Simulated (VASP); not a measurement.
Here is the system:

```xyz
4
Lattice="3.9939 0.0000 0.0000 0.0000 3.9939 0.0000 0.0000 0.0000 4.9394" Properties=species:S:1:pos:R:3 pbc="T T T"
Pb     1.9970     0.0000     3.7630
Pb     0.0000     1.9970     1.1764
O      1.9970     1.9970     0.0000
O      0.0000     0.0000     0.0000
```

Level of theory: PBE GGA with D3 dispersion (Becke-Johnson damping), VASP's PBE PAW potentials (set 64) (plane waves; VASP). Run with 520 eV cut-off, 6×6×5 Γ-centred mesh, Gaussian smearing of 0.050 eV, potentials Pb_d O.

Q: The ions and cell shape at fixed volume are relaxed. Give the cell that the relaxation ends in.

A: 
```xyz
4
Lattice="4.0290 0.0000 0.0000 0.0000 4.0290 0.0000 0.0000 0.0000 4.8538" Properties=species:S:1:pos:R:3 pbc="T T T"
Pb     2.0145     4.0290     3.6675
Pb     0.0000     2.0145     1.1863
O      2.0145     2.0145     0.0000
O      0.0000     0.0000     0.0000
```
Space group P4/nmm (129), at a tolerance of 0.03 Å.

Q: How much energy does the relaxation gain?

A: The energy (σ→0) changes by -3.7 meV/atom, in 5 ionic steps.

The compound is PbO in the litharge structure. This cell is one point of a volume scan, at 0.97 of the reference volume. Symmetry was kept, so distortions that lower it aren't found.
